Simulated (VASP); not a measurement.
Level of theory: PBE GGA, VASP's PBE PAW potentials (set 64) (plane waves; VASP).

A VASP calculation is set up with these files.

POSCAR:
```
Tm
5.5545180
  0.3101655265  -0.5670443412   0.0000000000
  0.3101655265   0.5670443412   0.0000000000
  0.0000000000   0.0000000000   1.0000000000
Tm
2
Direct
  0.3333330000   0.6666670000   0.2500000000
  0.6723880000   0.3390540000   0.7500000000
```

INCAR:
```
ALGO=Normal
AMIX=0.1
BMIX=1.0
EDIFF=1E-6
ENCUT=400
GGA=PE
IMIX=4
ISIF=2
ISMEAR=1
LASPH=.TRUE.
LCHARG=.FALSE.
LMAXMIX=6
LREAL=.FALSE.
LWAVE=.FALSE.
NELM=100
PREC=Accurate
SIGMA=0.1
SYSTEM=Tm
```

KPOINTS:
```
Automatic mesh
0
Gamma
11 11 6
0 0 0
```

POTCAR, in this order: Tm_3 (PBE.64 set). Program: vasp_std.

Problem. What will the output report for the number of irreducible k-points (NKPTS), number of bands (NBANDS), largest plane-wave count, number of space-group operations, FFT grid (NGX, NGY, NGZ)?

Solution. 
```json
{
  "number of irreducible k-points (NKPTS)": "244",
  "number of bands (NBANDS)": "13",
  "largest_plane_wave_count": "1114",
  "number_of_space_group_operations": "4",
  "FFT grid (NGX, NGY, NGZ)": "24 × 24 × 36"
}
```

The compound is Tm in the hcp structure. The cell was not relaxed at this level, atoms are displaced from their ideal sites. The run is one of a series of settings (AMIX = 0.1, BMIX = 1.0, IMIX = 4 against the base run), some of them coarse on purpose. The 4f electrons are frozen in the core of the lanthanide potential, so 4f levels, which can set the real gap, and their magnetism are missing.
